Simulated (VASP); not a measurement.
Given:

```
SnTe
1.0
    0.00000     3.14254     3.14254
    3.14254     0.00000     3.14254
    3.14254     3.14254     0.00000
Sn Te
1 1
Direct
  0.00000   0.00000   0.00000
  0.50000   0.50000   0.50000
```

Calculation: PBEsol GGA, VASP's PBE PAW potentials (set 64) (plane waves; VASP). Numerical set-up: 500 eV cut-off, 7×7×7 Γ-centred mesh, Gaussian smearing of 0.050 eV, potentials Sn_d Te.

What does the run give for the energy per atom (σ→0)?

```json
{
  "energy per atom (σ→0)": "-4.172 eV/atom"
}
```

Only differences to runs with the same potentials and settings are physical.

The compound is SnTe in the rock salt structure, which distorts at low temperature. It was relaxed first.
